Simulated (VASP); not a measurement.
Given:

```
CELL_PARAMETERS angstrom
      2.82622     0.00000     0.00000
      0.00000     2.82622     0.00000
      0.00000     0.00000     2.82622
ATOMIC_POSITIONS crystal
  Cr 0.00000 0.00000 0.00000
  Cr 0.50000 0.50000 0.50000
```

Computed with rev-vdW-DF2, VASP's PBE PAW potentials (set 64) (plane waves; VASP). Numerical set-up: 520 eV cut-off, Gaussian smearing of 0.050 eV, potentials Cr_pv.

### Question
Predict the band gap (along the path) with the smallest direct gap where there is one.

### Answer

```yaml
band gap (along the path): none (metal, semimetal or under 0.01 eV)
```

The absolute energy has meaning only against runs of the same code, potentials and settings.

The compound is Cr in the bcc, AFM order structure. It was relaxed first, which changed the volume by -5 %. The run is not spin-polarised, so no magnetic state was tried.
